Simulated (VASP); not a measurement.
The system is SiO.

```
Si O
1.0
     2.80697    0.00000    0.00000
     0.00000    2.80697    0.00000
     0.00000    0.00000    2.80697
Si O
1 1
Direct
  0.00000 0.00000 0.00000
  0.50000 0.50000 0.50000
```

The cell was built by a generator and needn't be a form met in nature.

Base run:

```yaml
Program: VASP 6.6.1
Functional: PBE
Potentials_or_basis: VASP PAW PBE potentials, release 64 (Si, O)
Cutoff: 520 eV
k_mesh: 9 × 9 × 9
Occupations: fermi-dirac, width 0.05 eV
Spin: no spin polarisation
```

Its results: band gap on the k mesh none (metal or under the smearing width); pressure 0.1 GPa.

Q: The run is repeated on the same cell with these changes: functional from PBE to r2SCAN. What comes out?

A: Band gap on the k mesh none (metal or under the smearing width); pressure -0.5 GPa.

Caveats: the PAW data sets were made with another functional, which shifts forces and pressure a little (some runs).

Not every run made on this cell is shown here.
